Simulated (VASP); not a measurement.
# CaSb2 in VASP: further runs, part 2 of 2

VASP 6.6.1. Earlier steps stand in the parts before.

### Step 3. Single point, PBE (species swapped into a sheet of the LaSb2 type)

File INCAR:

```
PREC = Accurate ; ENCUT = 520
EDIFF = 1E-7 ; ISMEAR = 0
SIGMA = 0.1 ; LREAL = F
LASPH = T ; NELM = 100
ALGO = Fast ; ISIF = 2
LWAVE = F ; LCHARG = T
LDIPOL = T ; IDIPOL = 3
DIPOL = 0.5 0.5 0.271 ; GGA = PE
LELF = T ; LVHAR = T
LVACPOTAV = T ; NBANDS = 17
```

File KPOINTS:

```
Automatic mesh
0
Gamma
  15 15 1
```

File POSCAR:

```
CaSb2
1.0
    3.5229711900     -0.0000002192      0.0000000000
   -1.7614854052      3.0509826569      0.0000000000
    0.0000000000      0.0000000000     33.2022781496
Ca Sb
1 2
Direct
    0.0000000000      0.0000000000      0.2710657371
    0.6666666667      0.3333333333      0.3486716466
    0.3333333333      0.6666666667      0.1934598276
```

Potentials or basis: VASP PAW PBE potentials, release 64 (Ca_sv, Sb).

Run with:

```sh
cat potpaw_PBE.64/Ca_sv/POTCAR potpaw_PBE.64/Sb/POTCAR > POTCAR
mpirun -np 1 vasp_std > vasp.out
```

OUTCAR:

```text
PREC = Accurate
   ENCUT = 520
   EDIFF = 1E-7
   ISMEAR = 0
   LREAL = F
   LASPH = T
   NELM = 100
   ISIF = 2
   GGA = PE

 ion  position               nearest neighbor table
   1  0.000  0.000  0.271-   2 3.28   3 3.28   3 3.28   2 3.28   2 3.28   3 3.28
   2  0.667  0.333  0.349-   1 3.28   1 3.28   1 3.28
   3  0.333  0.667  0.193-   1 3.28   1 3.28   1 3.28

  LATTYP: Found a hexagonal cell.
 ALAT       =     3.5229711900
 C/A-ratio  =     9.4245102667

  Lattice vectors:

 A1 = (   3.5229711900,  -0.0000002192,   0.0000000000)
 A2 = (  -1.7614854052,   3.0509826569,   0.0000000000)
 A3 = (   0.0000000000,   0.0000000000,  33.2022781496)

Analysis of symmetry for initial positions (statically):
=====================================================================
 Subroutine PRICEL returns:
 Original cell was already a primitive cell.

 Routine SETGRP: Setting up the symmetry group for a
 hexagonal supercell.

 Subroutine GETGRP returns: Found 12 space group operations
 (whereof  6 operations were pure point group operations)
 out of a pool of 24 trial point group operations.

The static configuration has the point symmetry C_3v.
 The point group associated with its full space group is D_3d.

Analysis of symmetry for dynamics (positions and initial velocities):
=====================================================================
 Subroutine PRICEL returns:
 Original cell was already a primitive cell.

 Routine SETGRP: Setting up the symmetry group for a
 hexagonal supercell.

 Subroutine GETGRP returns: Found 12 space group operations
 (whereof  6 operations were pure point group operations)
 out of a pool of 24 trial point group operations.

The dynamic configuration has the point symmetry C_3v.
 The point group associated with its full space group is D_3d.

 Subroutine INISYM returns: Found 12 space group operations
 (whereof  6 operations are pure point group operations),
 and found     1 'primitive' translations

----------------------------------------------------------------------------------------

                                     Primitive cell

  volume of cell :     356.8755

  direct lattice vectors                    reciprocal lattice vectors
     3.522971190 -0.000000219  0.000000000     0.283851324  0.163881615  0.000000000
    -1.761485405  3.050982657  0.000000000     0.000000020  0.327763265  0.000000000
     0.000000000  0.000000000 33.202278150     0.000000000  0.000000000  0.030118415

  length of vectors
     3.522971190  3.522971190 33.202278150     0.327763265  0.327763265  0.030118415

  position of ions in fractional coordinates (direct lattice)
     0.000000000  0.000000000  0.271065737
     0.666666667  0.333333333  0.348671647
     0.333333333  0.666666667  0.193459828

  ion indices of the primitive-cell ions
   primitive index   ion index
                 1           1
                 2           2
                 3           3

----------------------------------------------------------------------------------------

 KPOINTS: Automatic mesh

[... 27 lines left out ...]
  0.200000  0.000000  0.000000      6.000000
  0.266667  0.000000  0.000000      6.000000
  0.333333  0.000000  0.000000      6.000000
[... 16 lines left out ...]
  0.333333  0.200000  0.000000     12.000000
  0.400000  0.200000  0.000000      6.000000
 [... further k-points ...]
   k-points           NKPTS =     27   k-points in BZ     NKDIM =     27   number of bands    NBANDS=     17
   number of dos      NEDOS =    301   number of ions     NIONS =      3
   total plane-waves  NPLWV = 196000
   dimension x,y,z NGX =    28 NGY =   28 NGZ =  250
   dimension x,y,z NGXF=    56 NGYF=   56 NGZF=  500
   ions per type =               1   2
   NGX,Y,Z   is equivalent  to a cutoff of  13.21, 13.21, 12.52 a.u.
   NGXF,Y,Z  is equivalent  to a cutoff of  26.43, 26.43, 25.04 a.u.
 SYSTEM =  unknown system
   PREC   = accura    normal or accurate (medium, high low for compatibility)
   ISTART =      0    job   : 0-new  1-cont  2-samecut
   ICHARG =      2    charge: 1-file 2-atom 10-const
   ISPIN  =      1    spin polarized calculation?
   LNONCOLLINEAR =      F non collinear calculations
   LSORBIT =      F    spin-orbit coupling
   LASPH  =      T    aspherical Exc in radial PAW
   ENCUT  =  520.0 eV  38.22 Ry    6.18 a.u.   6.55  6.55 61.73*2*pi/ulx,y,z
   NELM   =    100;   NELMIN=  2; NELMDL= -5     # of ELM steps
   EDIFF  = 0.1E-06   stopping-criterion for ELM
   LREAL  =      F    real-space projection
   EDIFFG = 0.1E-05   stopping-criterion for IOM
   NSW    =      0    number of steps for IOM
   IBRION =     -1    ionic relax: 0-MD 1-quasi-New 2-CG
   NFREE  =      0    steps in history (QN), initial steepest desc. (CG)
   ISIF   =      2    stress and relaxation
   ISYM   =      2    0-nonsym 1-usesym 2-fastsym
   POTIM  = 0.5000    time-step for ionic-motion
   TEBEG  =    0.0;   TEEND  =   0.0 temperature during run
   PSTRESS=    0.0 pullay stress
   NELECT =      20.0000    total number of electrons
   NUPDOWN=      -1.0000    fix difference up-down
   EMIN   =  10.00;   EMAX   =-10.00  energy-range for DOS
   EFERMI =   0.00;   METHOD = LEGACY
   ISMEAR =     0;   SIGMA  =   0.10  broadening in eV -4-tet -1-fermi 0-gaus
   EFERMI_NEDOS =   21; number of points for ismear=-14 and -15
   IALGO  =     68    algorithm
   IMIX   =      4    mixing-type and parameters
     AMIX     =   0.40;   BMIX     =  1.00
     AMIX_MAG =   1.60;   BMIX_MAG =  1.00
  volume/ion in A,a.u.               =     118.96       802.77
  Fermi-wavevector in a.u.,A,eV,Ry     =   0.626488  1.183890  5.340109  0.392487
  Thomas-Fermi vector in A             =   1.687758
   LORBIT       =      0    0 simple, 1 ext, 2 COOP (PROOUT), +10 PAW based schemes
   GGA     = PE    functional components
   LHFCALC =     F    Hartree Fock is set to
   AEXX    =    0.0000 exact exchange contribution
   IVDW    =     0    specifies the selected vdW correction
   LEPSILON=     F    determine dielectric tensor
   LRPA    =     F    only Hartree local field effects (RPA)
 non-spin polarized calculation
 RMM-DIIS sequential band-by-band and
 Gauss-broadening in eV      SIGMA  =   0.10
  energy-cutoff  :      520.00
  volume of cell :      356.88
 maximum number of plane-waves:      9719
 NGX is ok and might be reduce to    28
   NGX = 13   NGY = 13   NGZ =123

 dipolmoment           0.000000      0.000000     -0.000001 electrons x Angstroem

 number of electron      20.0000002 magnetization

 dipolmoment           0.000000      0.000000      0.000002 electrons x Angstroem

 Free energy of the ion-electron system (eV)
  ---------------------------------------------------
  ext. energy  EPLUGINS =         0.00000000
  ---------------------------------------------------
  free energy    TOTEN  =       -10.60854039 eV

  energy without entropy =      -10.60376895  energy(sigma->0) =      -10.60615467

 E-fermi :  -2.5672     XC(G=0):  -2.7525

 val. band max:       -2.6119164304   @ k =   0.2000   0.0667   0.0000
 cond. band min:      -2.4882264478   @ k =   0.2000   0.0667   0.0000
 fundamental gap:      0.1236899826
 Fermi energy:        -2.5671608011

 k-point     1 :       0.0000    0.0000    0.0000
  band No.  band energies     occupation
      1     -43.3212      2.00000
      2     -24.3599      2.00000
      3     -24.2281      2.00000
      4     -24.2281      2.00000
      5     -12.7343      2.00000
      6     -12.5273      2.00000
[... 457 lines left out ...]
      4     -24.2919      2.00000
      5     -10.0308      2.00000
      6      -9.9753      2.00000
[... 9 lines left out ...]
     16       2.1700      0.00000
     17       2.6904      0.00000

 [... further k-points ...]

------------------------ aborting loop because EDIFF is reached ----------------------------------------

  FORCE on cell =-STRESS in cart. coord.  units (eV):
  Direction    XX          YY          ZZ          XY          YZ          ZX
  --------------------------------------------------------------------------------------
  -------------------------------------------------------------------------------------
  Total       -0.6207315     -0.6207315      0.1632103      0.0000000      0.0000000      0.0000000
  in kB       -2.7867479     -2.7867479      0.7327259      0.0000000      0.0000000      0.0000000
  external PRESSURE =      -1.6135899 kB  Pullay stress =       0.0000000 kB

 VOLUME and BASIS-vectors are now :
 -----------------------------------------------------------------------------
  energy-cutoff  :      520.00
  volume of cell :      356.88
      direct lattice vectors                 reciprocal lattice vectors
     3.522971190 -0.000000219  0.000000000     0.283851324  0.163881615  0.000000000
    -1.761485405  3.050982657  0.000000000     0.000000020  0.327763265  0.000000000
     0.000000000  0.000000000 33.202278150     0.000000000  0.000000000  0.030118415

 POSITION                                       TOTAL-FORCE (eV/Angst)
 -----------------------------------------------------------------------------------
      0.00000      0.00000      9.00000        -0.000000     -0.000000     -0.000000
      1.76149      1.01699     11.57669        -0.000000      0.000000      0.033608
      0.00000      2.03399      6.42331         0.000000     -0.000000     -0.033608
 -----------------------------------------------------------------------------------
    total drift:                               -0.000000      0.000000      0.000016

  FREE ENERGIE OF THE ION-ELECTRON SYSTEM (eV)
  ---------------------------------------------------
  free  energy   TOTEN  =       -10.6085403935 eV

  energy  without entropy=      -10.6037689518  energy(sigma->0) =      -10.60615467

 vacuum level on the upper side and lower side of the slab         2.661         2.661
```

OSZICAR:

```text
N       E                     dE             d eps       ncg     rms          rms(c)
DAV:   1     0.103641033616E+03    0.10364E+03   -0.78762E+03  1134   0.818E+02
DAV:   2    -0.260736542449E+01   -0.10625E+03   -0.10264E+03  1203   0.186E+02
DAV:   3    -0.107259986946E+02   -0.81186E+01   -0.80639E+01  1741   0.410E+01
[... 14 lines left out ...]
RMM:  18    -0.106085364220E+02   -0.49953E-05   -0.43246E-06  1438   0.666E-03    0.387E-04
RMM:  19    -0.106085386065E+02   -0.21846E-05   -0.22255E-06  1384   0.475E-03    0.917E-05
RMM:  20    -0.106085394464E+02   -0.83984E-06   -0.10120E-06  1255   0.331E-03    0.109E-04
RMM:  21    -0.106085399140E+02   -0.46757E-06   -0.48949E-07  1162   0.251E-03    0.648E-05
RMM:  22    -0.106085403349E+02   -0.42096E-06   -0.22522E-07  1061   0.206E-03    0.523E-05
RMM:  23    -0.106085403935E+02   -0.58584E-07   -0.17198E-07   958   0.178E-03
   1 F= -.10608540E+02 E0= -.10606155E+02  d E =-.477144E-02
```

Run time: 7.3 min. Hardware: 1 thread of Intel Xeon Platinum 8488C (Sapphire Rapids), shared host; peak memory 0.55 GiB.

Results:

```
Free energy                     : -10.6085 eV
Largest force                   : 0.034 eV/Å
Band gap on the k mesh          : none (metal or under the smearing width)
Work function of the upper face : 5.23 eV
Work function of the lower face : 5.23 eV
```

Forces in eV/Å, atoms in the order of the input:
```
Ca   0.000  0.000  0.000
Sb   0.000  0.000  0.034
Sb   0.000  0.000 -0.034
```

Spin-orbit coupling is left out, which matters for the levels of Sb.

### Step 4. Single point, PBE (species swapped into a sheet of the LaSb2 type)

File INCAR:

```
SYSTEM = CaSb2
PREC = Accurate
ENCUT = 520
EDIFF = 1E-6
ISMEAR = 0
SIGMA = 0.1
LREAL = .FALSE.
LASPH = .TRUE.
NELM = 60
ALGO = Normal
ISIF = 2
LWAVE = .FALSE.
LCHARG = .FALSE.
LDIPOL = .TRUE.
IDIPOL = 3
DIPOL = 0.5 0.5 0.271
GGA = PE
NBANDS = 17
```

File KPOINTS:

```
Automatic mesh
0
G
  6 6 1
  0 0 0
```

POSCAR is that of step 3.

Run with:

```sh
cat potpaw_PBE.64/Ca_sv/POTCAR potpaw_PBE.64/Sb/POTCAR > POTCAR
mpirun -np 1 vasp_std > vasp.out
```

Run time: 83 s. Hardware: 1 thread of Intel Xeon Platinum 8488C (Sapphire Rapids), shared host; peak memory 0.44 GiB.

Results (log left out):

```
Free energy            : -10.4358 eV
Largest force          : 0.011 eV/Å
Band gap on the k mesh : none (metal or under the smearing width)
```

Forces on the atoms (eV/Å):
```
Ca   0.000  0.000  0.000
Sb   0.000  0.000 -0.011
Sb   0.000  0.000  0.011
```

Levels at points of the mesh, in eV from the Fermi level:
```tsv
k point	band 7	band 8	band 9	band 10	band 11	band 12	band 13	band 14
(0.00, 0.00, 0.00)	-3.23	-1.75	0.92	2.98	2.98	4.29	4.29	4.34
(0.50, 0.00, 0.00)	-3.65	-3.37	-0.65	-0.17	1.20	1.63	2.07	3.51
```

### Step 5. Single point, PBE (species swapped into a sheet of the LaSb2 type)

File INCAR:

```
SYSTEM = CaSb2
PREC = Accurate
ENCUT = 520
EDIFF = 1E-6
ISMEAR = 0
SIGMA = 0.1
LREAL = .False.
LASPH = .True.
NELM = 60
ALGO = Normal
ISIF = 2
LWAVE = .False.
LCHARG = .False.
LDIPOL = .True.
IDIPOL = 3
DIPOL = 0.5 0.5 0.292
GGA = PE
NBANDS = 17
```

File KPOINTS:

```
regular mesh
0
Gamma
  6 6 1
  0 0 0
```

File POSCAR:

```
CaSb2
1.0
    4.0551420637     -0.0000002523      0.0000000000
   -2.0275708134      3.5118561693      0.0000000000
    0.0000000000      0.0000000000     30.8394119200
Ca Sb
1 2
Direct
    0.0000000000      0.0000000000      0.2918343587
    0.6666666667      0.3333333333      0.3680540202
    0.3333333333      0.6666666667      0.2156146972
```

Run with:

```sh
cat potpaw_PBE.64/Ca_sv/POTCAR potpaw_PBE.64/Sb/POTCAR > POTCAR
mpirun -np 1 vasp_std > vasp.out
```

It took 88 s on 1 thread of Intel Xeon Platinum 8488C (Sapphire Rapids), shared host; peak memory 0.48 GiB.

The run converged. Its results:

```yaml
Free_energy: -9.5505 eV
Largest_force: 0.197 eV/Å
Band_gap_on_the_k_mesh: none (metal or under the smearing width)
```

Forces on the atoms (eV/Å):
```
Ca   0.000  0.000  0.000
Sb   0.000  0.000  0.197
Sb   0.000  0.000 -0.197
```

Levels at points of the mesh, in eV from the Fermi level:
| k point | band 7 | band 8 | band 9 | band 10 | band 11 | band 12 | band 13 | band 14 |
| --- | --- | --- | --- | --- | --- | --- | --- | --- |
| (0.00, 0.00, 0.00) | -2.13 | -0.46 | 1.62 | 1.62 | 2.33 | 2.33 | 2.50 | 3.87 |
| (0.50, 0.00, 0.00) | -2.44 | -2.06 | -0.27 | -0.14 | 0.75 | 1.08 | 2.19 | 4.15 |

The run has no spin-orbit coupling, so splittings on Sb are missing.
